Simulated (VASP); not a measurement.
A run of VASP 6.6.1 is set up as follows.

INCAR

```
PREC = Accurate
ENCUT = 520
EDIFF = 1E-6
ISMEAR = 0
SIGMA = 0.1
LREAL = F
LASPH = T
NELM = 100
ALGO = Normal
ISIF = 2
LWAVE = F
LCHARG = F
NBANDS = 20
```

The input KPOINTS:

```
Automatic mesh
0
Gamma
  7 7 3
```

Contents of POSCAR:

```
TiI2
1.0
    3.8604399000      0.0000000000      0.0000000000
   -1.9302199500      3.3432390300      0.0000000000
    0.0000000000      0.0000000000      7.6170380000
Ti I
1 2
Direct
    0.0000000000      0.0000000000      0.0000000000
    0.3333333333      0.6666666667      0.2314880000
    0.6666666667      0.3333333333      0.7685120000
```

Potentials or basis: VASP PAW LDA potentials, release 64 (Ti_sv, I).

Launch:

```bash
$ cat potpaw_LDA.64/Ti_sv/POTCAR potpaw_LDA.64/I/POTCAR > POTCAR
$ mpirun -np 1 vasp_std > vasp.out
```

Predict the largest force.

0.452 eV/Å.

What does it give for the pressure?

-4.0 GPa.

Forces on the atoms (eV/Å):
```
Ti   0.000  0.000  0.000
I    0.000  0.000 -0.452
I    0.000  0.000  0.452
```

 The run has no spin-orbit coupling, so splittings on I are missing.
